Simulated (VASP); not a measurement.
Input:

```
CELL_PARAMETERS angstrom
      1.59500    -2.76262     0.00000
      1.59500     2.76262     0.00000
      0.00000     0.00000     5.05000
ATOMIC_POSITIONS crystal
  Hf 0.33333 0.66667 0.25000
  Hf 0.66667 0.33333 0.75000
```

The numbers are results of PBE GGA with D3 dispersion (Becke-Johnson damping), VASP's PBE PAW potentials (set 64) (plane waves; VASP), not measurements. Settings: 520 eV cut-off, 12×12×7 Γ-centred mesh, first-order Methfessel-Paxton smearing of 0.10 eV, potentials Hf_pv.

Energy and stress use the plane-wave basis of the starting cell.

### Question
The ions, cell shape and volume are relaxed. Give the cell that the relaxation ends in.

### Answer

```
CELL_PARAMETERS angstrom
      1.58396    -2.74351     0.00000
      1.58396     2.74351     0.00000
      0.00000     0.00000     5.01135
ATOMIC_POSITIONS crystal
  Hf 0.33333 0.66667 0.25000
  Hf 0.66667 0.33333 0.75000
```
Space group P6_3/mmc (194), at a tolerance of 0.03 Å.

### Question
How do energy and volume change from the first to the last step?

### Answer
The energy (σ→0) changes by -3.6 meV/atom and the volume by -2.1 %, in 3 ionic steps.

The compound is Hf in the hcp structure. This run relaxes it. Symmetry was kept, so distortions that lower it aren't found.
